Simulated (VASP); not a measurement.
```
CELL_PARAMETERS angstrom
      4.22197     0.00000     0.00000
      0.00000     5.67410     0.00000
      0.00000     0.00000    21.03260
ATOMIC_POSITIONS crystal
  Sn 0.50857 0.22284 0.45759
  Sn 0.99917 0.77711 0.38607
  Sn 0.51335 0.20876 0.61413
  Sn 0.02041 0.76438 0.53659
  O  0.72030 0.89005 0.46783
  O  0.24721 0.12836 0.37972
  O  0.73756 0.89972 0.61401
  O  0.25342 0.10877 0.54407
```

Level of theory: LDA (Ceperley-Alder, Perdew-Zunger), VASP's LDA PAW potentials (set 64) (plane waves; VASP). Settings: 240 eV cut-off, 6×6×1 Γ-centred mesh, first-order Methfessel-Paxton smearing of 0.50 eV, potentials Sn_d O.

At this cut-off the stress carries a Pulay error, which pulls relaxed volumes low. The cell holds a wide vacuum, so values per volume refer to the whole cell.

Problem. Which forces act on the atoms, in eV/Å?

Solution. 
```csv
atom,Fx,Fy,Fz
Sn1,-0.371,0.104,-0.339
Sn2,0.499,2.158,0.478
Sn3,1.480,-0.151,1.713
Sn4,-0.500,1.176,2.326
O5,0.224,0.151,-1.363
O6,-0.642,-2.198,1.069
O7,0.886,-0.267,-1.245
O8,-1.575,-0.972,-2.640
```

Problem. Give the stress tensor in GPa (positive for a compressed cell).

Solution. 
```
-16.10   -0.35    1.49
 -0.35  -17.28   -0.14
  1.49   -0.14  -15.15
```
The pressure is its mean diagonal, -16.18 GPa.

The cell is a sheet with vacuum, built from a database entry that may be metastable or hypothetical.
